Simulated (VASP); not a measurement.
Data:

```
CELL_PARAMETERS angstrom
      2.91734     0.00000     0.00000
     -1.45867     2.52649     0.00000
      0.00000     0.00000    24.69615
ATOMIC_POSITIONS crystal
  Au 0.00000 0.00000 0.35549
  Au 0.66667 0.33333 0.45228
  Au 0.33333 0.66667 0.54772
  Au 0.00000 0.00000 0.64451
```

The numbers are results of r2SCAN meta-GGA, VASP's PBE PAW potentials (set 64) (plane waves; VASP), not measurements. Run with PREC = Normal, 400 eV cut-off, 11×11×1 Γ-centred mesh, first-order Methfessel-Paxton smearing of 0.10 eV, potentials Au.

Unless said otherwise, spin-orbit coupling is left out, though it shifts the bands of the heavy elements here.

Problem. Estimate the energy per atom (σ→0), band gap (on the k-mesh) with the smallest direct gap where there is one.

Solution. 
- band gap (on the k-mesh) = none (metal, semimetal or under 0.01 eV)
- energy per atom (σ→0) = -50.400 eV/atom

The cell is a thin slab with vacuum, built from Au (fcc): (111) face.
